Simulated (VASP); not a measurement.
```yaml
crystal:
  lattice:
    - [1.63943, -2.83958, 0.00000]
    - [1.63943, 2.83958, 0.00000]
    - [0.00000, 0.00000, 12.70467]
  atoms:
    - { symbol: Mo, position: [0.33333, 0.66667, 0.25000] }
    - { symbol: Mo, position: [0.66667, 0.33333, 0.75000] }
    - { symbol: Se, position: [0.33333, 0.66667, 0.88186] }
    - { symbol: Se, position: [0.66667, 0.33333, 0.38186] }
    - { symbol: Se, position: [0.66667, 0.33333, 0.11814] }
    - { symbol: Se, position: [0.33333, 0.66667, 0.61814] }
```

Level of theory: PBE GGA with D3 dispersion (Becke-Johnson damping), VASP's PBE PAW potentials (set 64) (plane waves; VASP 6.6.1). Run with 520 eV cut-off, 9×9×2 Γ-centred mesh, tetrahedra with Blöchl corrections, potentials Mo_sv Se.

The cores are frozen, which limits the accuracy of field gradients.

### Question
Give the principal components of the electric field gradient (V/Å²) and the asymmetry η at each nucleus.

### Answer

```csv
atom,Vxx,Vyy,Vzz,η
Mo1,35.3,35.3,-70.6,0.00
Mo2,35.3,35.3,-70.6,0.00
Se3,44.6,44.6,-89.2,0.00
Se4,44.6,44.6,-89.2,0.00
Se5,44.6,44.6,-89.2,0.00
Se6,44.6,44.6,-89.2,0.00
```

The compound is MoSe2 in the 2H layered structure. It was relaxed first.
